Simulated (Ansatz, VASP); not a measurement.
# ZnO (zincite) in two plane-wave programs

One calculation is typed for both programs; each brings its own data sets. How far apart do they land? The cell is taken from a series of runs on this material, whose earlier steps may have relaxed, scaled, displaced or heated it; both programs get it as it stands.

Program: Ansatz 0.2.0. Level of theory: plane waves, with VASP 6.6.1 beside it; zone-centre phonons at PBE. Results are calculated unless marked as measured.

## Step 1: The starting structure

It takes space group P6_3mc (No. 186, hexagonal). Conventional cell: a = 3.258 Å, b = 3.258 Å, c = 5.258 Å, α = 90.00°, β = 90.00°, γ = 120.00°. Nearest to O lie 4 Zn at 1.99 Å. Nearest to Zn lie 4 O at 1.99 Å. Farther neighbours and most contacts between anions are not listed.

## Step 2: VASP: zone-centre phonons, PBE

Second derivatives magnify differences that forces hide, and they need a tight electronic threshold.

Lines of VASP's logs that name or quote its potential files are left out, and so is its time.

Contents of INCAR:

```
SYSTEM = ZnO
PREC = Accurate
ENCUT = 600
EDIFF = 1E-08
NELM = 120
ISMEAR = 0
SIGMA = 0.01
LREAL = .FALSE.
ALGO = Normal
GGA = PE
NBANDS = 24
LORBIT = 11
LWAVE = .FALSE.
LCHARG = .FALSE.
ISIF = 2
IBRION = 8
LEPSILON = .TRUE.
LASPH = .TRUE.
GGA_COMPAT = .FALSE.
EFERMI = MIDGAP
KPAR = 2
```

Contents of POSCAR:

```
ZnO
1.0
    3.2579904231      0.0000000000      0.0000000000
   -1.6289952116      2.8215024717      0.0000000000
    0.0000000000      0.0000000000      5.2584634461
O Zn
2 2
Direct
    0.6666666667      0.3333333333      0.3790405501
    0.3333333333      0.6666666667      0.8790405501
    0.3333333333      0.6666666667      0.4999694499
    0.6666666667      0.3333333333      0.9999694499
```

Contents of KPOINTS:

```
Automatic mesh
0
Gamma
15 15 10
0 0 0
```

Potentials, in the order of the species: O and Zn (PBE family, release 64).

Launch:

```sh
$ mpirun -np 2 vasp_std
```

Numbers of over 12 decimals in the logs are rounded to 6 here.

What it wrote:

```text
[banner, memory and clock lines left out]
running    2 mpi-ranks, on    1 nodes
 distrk:  each k-point on    1 cores,    2 groups
 distr:  one band on    1 cores,    1 groups

 POSCAR found type information on POSCAR O Zn
 POSCAR found :  2 types and       4 ions
 LDA part: xc-table for (Slater+PW92), standard interpolation
 POSCAR, INCAR and KPOINTS ok, starting setup
 FFT: planning ... GRIDC
 FFT: planning ... GRID_SOFT
 FFT: planning ... GRID
 WAVECAR not read
 entering main loop
       N       E                     dE             d eps       ncg     rms          rms(c)
DAV:   1     0.304340628118E+03    0.30434E+03   -0.20242E+04  7816   0.240E+03
DAV:   2     0.984637198037E+01   -0.29449E+03   -0.27935E+03  8416   0.454E+02
DAV:   3    -0.205754320024E+02   -0.30422E+02   -0.30159E+02  8984   0.149E+02
DAV:   4    -0.210868813382E+02   -0.51145E+00   -0.51113E+00  8768   0.202E+01
DAV:   5    -0.210900718040E+02   -0.31905E-02   -0.31904E-02  9072   0.153E+00    0.144E+01
DAV:   6    -0.177064955917E+02    0.33836E+01   -0.90846E+00 13280   0.673E+01    0.882E+00
DAV:   7    -0.178859951514E+02   -0.17950E+00   -0.27410E+00  8112   0.183E+01    0.526E+00
DAV:   8    -0.179013133390E+02   -0.15318E-01   -0.62868E-01 11696   0.801E+00    0.167E+00
DAV:   9    -0.178472947270E+02    0.54019E-01   -0.13176E-01 11992   0.685E+00    0.317E-01
DAV:  10    -0.178503688148E+02   -0.30741E-02   -0.45261E-02  7856   0.148E+00    0.146E-01
DAV:  11    -0.178503656630E+02    0.31518E-05   -0.93155E-04  9800   0.291E-01    0.282E-02
DAV:  12    -0.178504163369E+02   -0.50674E-04   -0.61664E-05  8576   0.648E-02    0.275E-02
DAV:  13    -0.178504161356E+02    0.20128E-06   -0.10781E-05  9232   0.401E-02    0.126E-02
DAV:  14    -0.178504134934E+02    0.26423E-05   -0.99226E-06  9224   0.249E-02    0.159E-03
DAV:  15    -0.178504133189E+02    0.17450E-06   -0.40610E-07  9072   0.536E-03    0.114E-03
DAV:  16    -0.178504132774E+02    0.41502E-07   -0.27876E-08  8096   0.169E-03    0.115E-03
DAV:  17    -0.178504133073E+02   -0.29963E-07   -0.15769E-07  9480   0.814E-03    0.114E-03
DAV:  18    -0.178504132572E+02    0.50152E-07   -0.57508E-08  8656   0.584E-03    0.277E-04
DAV:  19    -0.178504132555E+02    0.17062E-08   -0.33122E-09  4168   0.130E-03
   1 F= -.17850413E+02 E0= -.17850413E+02  d E =0.000000E+00
 Linear response reoptimize wavefunctions to high precision
DAV:   1    -0.178504132599E+02   -0.44656E-08   -0.73794E-10  4536   0.261E-04
DAV:   2    -0.178504132600E+02   -0.29104E-10   -0.40458E-11  4088   0.534E-05
 Linear response G [H, r] |phi>, progress :
  Direction:   1
       N       E                     dE             d eps       ncg     rms
RMM:   1    -0.882327085981E+02   -0.88233E+02    0.36299E+02 15943   0.109E+02
 LRF_COMMUTATOR internal error: the vector H(1)-e(1) S(1) |phi(0)> is not orthog
 onal to |phi(0)> (-1.035547909228329E-004,-6.418476861114186E-017)
 LRF_COMMUTATOR internal error: the vector H(1)-e(1) S(1) |phi(0)> is not orthog
 onal to |phi(0)> (1.035547901298561E-004,2.196159920586638E-014)
RMM:   2    -0.931033706441E+02   -0.48707E+01   -0.11375E+01 11352   0.374E+01
 LRF_COMMUTATOR internal error: the vector H(1)-e(1) S(1) |phi(0)> is not orthog
 onal to |phi(0)> (-1.035547909213272E-004,3.964710504344993E-015)
 LRF_COMMUTATOR internal error: the vector H(1)-e(1) S(1) |phi(0)> is not orthog
 onal to |phi(0)> (1.035547901367118E-004,1.997013665544500E-014)
RMM:   3    -0.935902546955E+02   -0.48688E+00   -0.10041E+00 13723   0.736E+00
RMM:   4    -0.935908303072E+02   -0.57561E-03   -0.22317E-02 13254   0.105E+00
RMM:   5    -0.935906567467E+02    0.17356E-03   -0.21959E-03 14113   0.232E-01
RMM:   6    -0.935905752259E+02    0.81521E-04   -0.29232E-04 13961   0.432E-02
RMM:   7    -0.935905536887E+02    0.21537E-04   -0.20078E-05 14154   0.109E-02
RMM:   8    -0.935905517449E+02    0.19438E-05   -0.29775E-06 13693   0.321E-03
RMM:   9    -0.935905502132E+02    0.15317E-05    0.54453E-06 10517   0.143E-03
RMM:  10    -0.935905508965E+02   -0.68333E-06    0.24912E-05  8770   0.983E-04
RMM:  11    -0.935905506038E+02    0.29270E-06    0.75784E-05  7770   0.860E-04
RMM:  12    -0.935905507263E+02   -0.12247E-06    0.58623E-05  6922   0.839E-04
RMM:  13    -0.935905507714E+02   -0.45152E-07    0.52383E-05  6659   0.831E-04
RMM:  14    -0.935905507760E+02   -0.45452E-08    0.66554E-05  6550   0.823E-04
 Linear response G [H, r] |phi>, progress :
  Direction:   2
       N       E                     dE             d eps       ncg     rms
RMM:   1    -0.932031814574E+02   -0.93203E+02    0.27974E+02 15865   0.107E+02
 LRF_COMMUTATOR internal error: the vector H(1)-e(1) S(1) |phi(0)> is not orthog
 onal to |phi(0)> (1.047608802940830E-004,1.416401718135063E-014)
 LRF_COMMUTATOR internal error: the vector H(1)-e(1) S(1) |phi(0)> is not orthog
 onal to |phi(0)> (-1.035548382602829E-004,-3.247402347028583E-015)
 LRF_COMMUTATOR internal error: the vector H(1)-e(1) S(1) |phi(0)> is not orthog
[...]
RMM:   2    -0.574053884391E+00   -0.79175E-01   -0.14994E-02 47710   0.114E+00    0.111E+00
RMM:   3    -0.571532593691E+00    0.25213E-02   -0.50711E-03 48114   0.484E-01    0.642E-01
RMM:   4    -0.592601214764E+00   -0.21069E-01   -0.68058E-03 49090   0.622E-01    0.491E-02
[...]
RMM:   9    -0.596013484106E+00   -0.25814E-05    0.11260E-07 13756   0.809E-04    0.175E-04
RMM:  10    -0.596014334455E+00   -0.85035E-06    0.20118E-08 12603   0.363E-04    0.344E-05
RMM:  11    -0.596015236760E+00   -0.90231E-06    0.80036E-09  6859   0.530E-05    0.118E-05
RMM:  12    -0.596014926303E+00    0.31046E-06   -0.10310E-09  7317   0.600E-05    0.379E-06
 change of polarisation eV/A/(eV/A) component  3 :    -0.146    -0.122     1.126
 dielectric tensor                  component  3 :    -0.547    -0.456     5.217
 Linear response DOF=           4
 Linear response progress:
  Degree of freedom:   1/  4
       N       E                     dE             d eps       ncg     rms          rms(c)
RMM:   1    -0.366102239939E+00   -0.36610E+00    0.58817E-01119796   0.417E+00
RMM:   2    -0.358520119387E+00    0.75821E-02   -0.10094E-02 78122   0.103E+00    0.206E-01
RMM:   3    -0.359909754735E+00   -0.13896E-02   -0.84864E-04 90001   0.225E-01    0.117E-01
RMM:   4    -0.361530886083E+00   -0.16211E-02   -0.29614E-04 79182   0.110E-01    0.175E-02
RMM:   5    -0.361521850980E+00    0.90351E-05   -0.12816E-05 95243   0.272E-02    0.331E-03
RMM:   6    -0.361453522058E+00    0.68329E-04   -0.66765E-07 82728   0.540E-03    0.993E-04
RMM:   7    -0.361448701784E+00    0.48203E-05   -0.11995E-07 95937   0.175E-03    0.300E-04
RMM:   8    -0.361448023200E+00    0.67858E-06   -0.44986E-09 95452   0.482E-04    0.826E-05
RMM:   9    -0.361447447071E+00    0.57613E-06    0.21780E-09 95416   0.944E-05    0.156E-05
RMM:  10    -0.361447639657E+00   -0.19259E-06   -0.16364E-10 97047   0.369E-05    0.575E-06
RMM:  11    -0.361447696482E+00   -0.56825E-07    0.28978E-09 95880   0.132E-05    0.354E-06
RMM:  12    -0.361447674126E+00    0.22356E-07    0.29092E-09 85406   0.610E-06    0.687E-07
RMM:  13    -0.361447668402E+00    0.57239E-08   -0.11751E-10 69544   0.382E-06    0.152E-07
 first order change of Fermi-energy  -0.48282E-01
 force on displaced ion       1 direction 1 :  -8.022  -0.000   0.000
 Born effective charge ion    1 direction 1 :  -2.118   0.000   0.000
 Linear response progress:
  Degree of freedom:   2/  4
       N       E                     dE             d eps       ncg     rms          rms(c)
RMM:   1    -0.385068589822E+00   -0.38507E+00    0.58419E-01 25213   0.411E+00
RMM:   2    -0.376305647773E+00    0.87629E-02   -0.10307E-02 16212   0.105E+00    0.284E-01
RMM:   3    -0.377496867869E+00   -0.11912E-02   -0.11794E-03 17253   0.258E-01    0.145E-01
RMM:   4    -0.378799467124E+00   -0.13026E-02   -0.39446E-04 16641   0.124E-01    0.331E-02
RMM:   5    -0.378943536191E+00   -0.14407E-03   -0.22326E-05 19189   0.324E-02    0.101E-02
RMM:   6    -0.378839861885E+00    0.10367E-03   -0.51865E-06 17947   0.155E-02    0.141E-03
RMM:   7    -0.378858240489E+00   -0.18379E-04   -0.10303E-06 18719   0.412E-03    0.657E-04
RMM:   8    -0.378859505325E+00   -0.12648E-05   -0.20184E-07 18488   0.123E-03    0.353E-04
RMM:   9    -0.378855264280E+00    0.42410E-05    0.16341E-08 19602   0.528E-04    0.657E-05
RMM:  10    -0.378854516214E+00    0.74807E-06    0.94347E-09 18834   0.140E-04    0.364E-05
RMM:  11    -0.378855053791E+00   -0.53758E-06   -0.77393E-09 18815   0.786E-05    0.873E-06
RMM:  12    -0.378855000013E+00    0.53778E-07    0.16626E-09 20098   0.174E-05    0.428E-06
RMM:  13    -0.378855057706E+00   -0.57693E-07   -0.23451E-10 19325   0.117E-05    0.103E-06
RMM:  14    -0.378855065413E+00   -0.77071E-08    0.12478E-09 16415   0.470E-06    0.692E-07
 first order change of Fermi-energy   0.13333E+00
 force on displaced ion       1 direction 3 :   0.000  -0.000 -11.297
 Born effective charge ion    1 direction 3 :   0.000  -0.000  -2.170
 Linear response progress:
  Degree of freedom:   3/  4
       N       E                     dE             d eps       ncg     rms          rms(c)
RMM:   1    -0.210073581468E+00   -0.21007E+00    0.16232E-02 95190   0.248E+00
RMM:   2    -0.208621031321E+00    0.14526E-02   -0.39601E-03 80251   0.578E-01    0.191E-01
RMM:   3    -0.208290787680E+00    0.33024E-03   -0.16145E-04 94920   0.928E-02    0.114E-01
RMM:   4    -0.207768536460E+00    0.52225E-03   -0.24984E-05 94894   0.443E-02    0.472E-03
RMM:   5    -0.207731434918E+00    0.37102E-04   -0.91374E-07 98104   0.493E-03    0.148E-03
RMM:   6    -0.207717666667E+00    0.13768E-04   -0.26144E-07 96293   0.218E-03    0.420E-04
RMM:   7    -0.207713399046E+00    0.42676E-05   -0.31841E-09 97396   0.852E-04    0.756E-05
RMM:   8    -0.207713634164E+00   -0.23512E-06    0.24505E-08 95440   0.896E-05    0.363E-05
RMM:   9    -0.207713697987E+00   -0.63824E-07    0.58721E-09 96372   0.664E-05    0.456E-06
RMM:  10    -0.207713666745E+00    0.31242E-07    0.10068E-08 91252   0.909E-06    0.194E-06
RMM:  11    -0.207713662077E+00    0.46677E-08   -0.20784E-10 80132   0.558E-06    0.292E-07
 first order change of Fermi-energy   0.72628E-01
 force on displaced ion       3 direction 1 :  -7.420   0.000  -0.000
 Born effective charge ion    3 direction 1 :   2.117  -0.000  -0.000
 Linear response progress:
  Degree of freedom:   4/  4
       N       E                     dE             d eps       ncg     rms          rms(c)
RMM:   1    -0.220193167724E+00   -0.22019E+00    0.19470E-02 20354   0.254E+00
RMM:   2    -0.217129938587E+00    0.30632E-02   -0.38097E-03 16961   0.627E-01    0.186E-01
RMM:   3    -0.216670183324E+00    0.45976E-03   -0.27462E-04 19135   0.121E-01    0.114E-01
RMM:   4    -0.216180054189E+00    0.49013E-03   -0.22497E-04 19654   0.818E-02    0.412E-02
RMM:   5    -0.215967560578E+00    0.21249E-03   -0.98470E-05 18283   0.317E-02    0.566E-03
RMM:   6    -0.215950119996E+00    0.17441E-04    0.16181E-05 20651   0.811E-03    0.311E-03
RMM:   7    -0.215948317928E+00    0.18021E-05    0.12708E-05 17654   0.522E-03    0.654E-04
RMM:   8    -0.215949248390E+00   -0.93046E-06   -0.10837E-06 20777   0.186E-03    0.298E-04
RMM:   9    -0.215950146555E+00   -0.89816E-06   -0.15219E-06 20764   0.460E-04    0.865E-05
RMM:  10    -0.215950434781E+00   -0.28823E-06    0.15338E-07 19691   0.166E-04    0.282E-05
RMM:  11    -0.215950509613E+00   -0.74832E-07   -0.91739E-08 20834   0.718E-05    0.796E-06
RMM:  12    -0.215950505242E+00    0.43716E-08   -0.38916E-08 19236   0.205E-05    0.309E-06
 first order change of Fermi-energy  -0.13359E+00
 force on displaced ion       3 direction 3 :  -0.000   0.000 -11.365
 Born effective charge ion    3 direction 3 :   0.000   0.000   2.169
 Born effective charges drift removed
 Linear response finished
```

[end of part 1 of 3]

[Lines on the potential files, build, host, timing and source positions are cut from VASP's logs without a mark.]

[Logs are printed without paths, hosts, clocks, repeated set-up lines and the standing remarks that a program may print on its own settings, such as how far it seeks lower states.]

[Hosts, paths, dates, database ids (printed as entryN), source tags and the programs' standing remarks are cut or masked in the printed files.]
